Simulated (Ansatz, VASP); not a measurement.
One calculation of SrMg, two programs

```
Sr Mg
1.0
     4.06210    0.00000    0.00000
     0.00000    4.06210    0.00000
     0.00000    0.00000    4.06210
Sr Mg
1 1
Direct
  0.50000 0.50000 0.50000
  0.00000 0.00000 0.00000
```

Alike in both runs: functional LDA; k mesh 10 × 10 × 10; occupations fermi-dirac, width 0.1 eV; no spin polarisation.

Ansatz relaxed the structure, and its values are those at the end. VASP's run is a single point on that final structure, the one shown.

|  | VASP | Ansatz |
| --- | --- | --- |
| version | VASP 6.6.1 | Ansatz 0.2.0 |
| potentials or method | VASP PAW LDA potentials, release 64 (Sr_sv, Mg) | PAW with Ansatz's default frozen-core files, scalar-relativistic |
| plane-wave cutoff (eV) | 520 | 420 |
| valence electrons in the cell | 12 | 20 |

Ansatz gave:

| Quantity | Value |
| --- | --- |
| pressure (GPa) | 0.0 |

Estimate VASP's values.

pressure (GPa): -0.2.

The two sets of potentials don't hold the same shells in valence.
